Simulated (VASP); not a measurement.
Consider the following.

```
RuP2
1.0
    5.02274     0.00000     0.00000
    0.00000     5.79934     0.00000
    0.00000     0.00000     2.84797
P Ru
4 2
Direct
  0.33768   0.87381   0.50000
  0.66232   0.12619   0.50000
  0.83768   0.62619   0.00000
  0.16232   0.37381   0.00000
  0.50000   0.50000   0.50000
  0.00000   0.00000   0.00000
```

Level of theory: LDA (Ceperley-Alder, Perdew-Zunger), VASP's LDA PAW potentials (set 64) (plane waves; VASP 6.6.1). Run with 300 eV cut-off, 5×4×8 Γ-centred mesh, Fermi-Dirac smearing of 0.010 eV, potentials P Ru_pv.

At this cut-off the stress carries a Pulay error, which pulls relaxed volumes low.

Predict the energy per atom (σ→0), pressure.

| Item | Value |
|---|---|
| energy per atom (σ→0) | -8.290 eV/atom |
| pressure | 4.15 GPa |

Total energies compare only between runs with the same potentials, cut-off and functional.

The structure comes from a computed database's P2Ru entry; how it stands against other phases isn't given here. The cell was not relaxed at this level.
